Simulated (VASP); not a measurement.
Data:

```yaml
crystal:
  lattice:
    - [0.00000, 2.65578, 2.65578]
    - [2.65578, 0.00000, 2.65578]
    - [2.65578, 2.65578, 0.00000]
  atoms:
    - { symbol: K, position: [0.00000, 0.00000, 0.00000] }
    - { symbol: F, position: [0.50000, 0.50000, 0.50000] }
```

These are PBEsol GGA, VASP's PBE PAW potentials (set 64) (plane waves; VASP) values and carry that method's errors. Settings: 520 eV cut-off, 10×10×10 Γ-centred mesh, tetrahedra with Blöchl corrections, potentials K_sv F.

### Question
Predict the energy per atom (σ→0), band gap (on the k-mesh) with the smallest direct gap where there is one.

### Answer

| Quantity | Value |
|---|---|
| band gap (on the k-mesh) | 6.12 eV |
| smallest direct gap (on the k-mesh) | 6.12 eV |
| energy per atom (σ→0) | -4.260 eV/atom |

The compound is KF in the rock salt structure. It was relaxed first.
